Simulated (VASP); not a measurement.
Calculation: PBEsol GGA, VASP's PBE PAW potentials (set 64) (plane waves; VASP).

A VASP calculation is set up with these files.

KPOINTS:
```
kpoints
0
G
15 15 15
```

**POSCAR**
```
ZrC
1
   -0.0000000000     2.3359596402     2.3359596402
    2.3359596402    -0.0000000000     2.3359596402
    2.3359596402     2.3359596402    -0.0000000000
Zr C
1 1
Direct
  0.0000000000   0.0000000000   0.0000000000
  0.5000000000   0.5000000000   0.5000000000
```

**INCAR**
```
SYSTEM = ZrC
PREC = Normal
ENCUT = 450
EDIFF = 1E-5
NELM = 100
ALGO = Fast
LREAL = .FALSE.
LASPH = .TRUE.
ISMEAR = 1
SIGMA = 0.1
GGA = PS
LMAXMIX = 4
LWAVE = .FALSE.
LCHARG = .FALSE.
NELMIN = 4
IBRION = 2
ISIF = 2
NSW = 20
EDIFFG = -0.03
```

POTCAR, in this order: Zr_sv C (PBE.64 set). Program: vasp_std.

What VASP printed:

OSZICAR:
```
       N       E                     dE             d eps       ncg     rms          rms(c)
DAV:   1     0.968272947827E+02    0.96827E+02   -0.82152E+03  2888   0.120E+03
DAV:   2    -0.187624965537E+02   -0.11559E+03   -0.10885E+03  3380   0.318E+02
DAV:   3    -0.235906746817E+02   -0.48282E+01   -0.47169E+01  4120   0.582E+01
DAV:   4    -0.237753774707E+02   -0.18470E+00   -0.18461E+00  3724   0.108E+01
DAV:   5    -0.237807286301E+02   -0.53512E-02   -0.53508E-02  4132   0.151E+00    0.224E+01
RMM:   6    -0.205432209876E+02    0.32375E+01   -0.11013E+01  3020   0.193E+01    0.968E+00
RMM:   7    -0.205656134855E+02   -0.22392E-01   -0.12534E+00  3422   0.755E+00    0.574E+00
RMM:   8    -0.205658988055E+02   -0.28532E-03   -0.29979E-01  3458   0.344E+00    0.723E-01
RMM:   9    -0.205709894819E+02   -0.50907E-02   -0.18161E-01  3812   0.190E+00    0.529E-01
RMM:  10    -0.205722395549E+02   -0.12501E-02   -0.45583E-02  3534   0.133E+00    0.265E-01
RMM:  11    -0.205743758254E+02   -0.21363E-02   -0.21639E-02  3960   0.738E-01    0.171E-01
RMM:  12    -0.205749169330E+02   -0.54111E-03   -0.50720E-03  4174   0.351E-01    0.188E-01
RMM:  13    -0.205748974653E+02    0.19468E-04   -0.20903E-03  3948   0.255E-01    0.184E-01
RMM:  14    -0.205749894798E+02   -0.92014E-04   -0.74958E-04  3935   0.156E-01    0.176E-01
RMM:  15    -0.205749754814E+02    0.13998E-04   -0.29725E-04  3452   0.892E-02    0.203E-01
RMM:  16    -0.205749958993E+02   -0.20418E-04   -0.13568E-04  3074   0.577E-02    0.221E-01
RMM:  17    -0.205749937135E+02    0.21858E-05   -0.62435E-05  2717   0.384E-02
   1 F= -.20574994E+02 E0= -.20575033E+02  d E =-.205750E+02
```

### OUTCAR
```
------------------------ aborting loop because EDIFF is reached ----------------------------------------
  FORCE on cell =-STRESS in cart. coord.  units (eV):
  Direction    XX          YY          ZZ          XY          YZ          ZX
  --------------------------------------------------------------------------------------
  Total       -0.1645391     -0.1645391     -0.1645391      0.0000000      0.0000000     -0.0000000
  in kB      -10.3407902    -10.3407902    -10.3407902      0.0000000      0.0000000     -0.0000000
  external PRESSURE =     -10.3407902 kB  Pullay stress =       0.0000000 kB
  volume of cell :       25.49
      direct lattice vectors                 reciprocal lattice vectors
     0.000000000  2.335959640  2.335959640    -0.214044794  0.214044794  0.214044794
     2.335959640  0.000000000  2.335959640     0.214044794 -0.214044794  0.214044794
     2.335959640  2.335959640  0.000000000     0.214044794  0.214044794 -0.214044794
 POSITION                                       TOTAL-FORCE (eV/Angst)
 -----------------------------------------------------------------------------------
      0.00000      0.00000      0.00000         0.000000     -0.000000      0.000000
      2.33596      2.33596      2.33596         0.000000      0.000000     -0.000000
 -----------------------------------------------------------------------------------
    total drift:                               -0.000000      0.000000      0.000000
  FREE ENERGIE OF THE ION-ELECTRON SYSTEM (eV)
  ---------------------------------------------------
  free  energy   TOTEN  =       -20.5749937135 eV

  energy  without entropy=      -20.5751130371  energy(sigma->0) =      -20.57503349

 reached required accuracy - stopping structural energy minimisation
```
(Selected blocks of OUTCAR.)

File OUTCAR:
```
 val. band max:        9.6750853441   @ k =   0.3333   0.2667   0.0000

 cond. band min:       9.7164322960   @ k =   0.4000   0.3333   0.0000


 Fermi energy:         9.6902069774

 k-point     1 :       0.0000    0.0000    0.0000
  band No.  band energies     occupation
      1     -38.1850      2.00000
      2     -15.9143      2.00000
      3     -15.9143      2.00000
      4     -15.9143      2.00000
      5      -1.6403      2.00000
      6      10.6605     -0.00000
      7      10.6606     -0.00000
      8      10.6606     -0.00000
      9      10.7750     -0.00000
     10      10.7750     -0.00000
     11      10.7750     -0.00000
     12      12.5714      0.00000

 k-point     2 :       0.0667    0.0000    0.0000
  band No.  band energies     occupation
      1     -38.1803      2.00000
      2     -15.9579      2.00000
      3     -15.9180      2.00000
      4     -15.9180      2.00000
      5      -1.5345      2.00000
      6       9.8264     -0.06614
      7      10.0460     -0.00001
      8      10.0477     -0.00001
      9      11.0173     -0.00000
     10      11.0186     -0.00000
     11      11.3793     -0.00000
     12      13.1599      0.00000

 k-point     3 :       0.1333    0.0000    0.0000
  band No.  band energies     occupation
      1     -38.1667      2.00000
      2     -16.0793      2.00000
      3     -15.9286      2.00000
      4     -15.9286      2.00000
      5      -1.2298      2.00000
      6       8.7887      2.00000
      7       9.1968      2.00000
      8       9.1968      2.00000
      9      11.3452     -0.00000
     10      11.3460     -0.00000
     11      11.8333      0.00000
     12      14.3168      0.00000

 k-point     4 :       0.2000    0.0000    0.0000
  band No.  band energies     occupation
      1     -38.1466      2.00000
      2     -16.2532      2.00000
      3     -15.9440      2.00000
      4     -15.9440      2.00000
      5      -0.7606      2.00000
      6       7.7095      2.00000
...
```

At this cut-off the stress carries a Pulay error, which pulls relaxed volumes low.

The compound is ZrC in the rock salt structure. It was relaxed first.
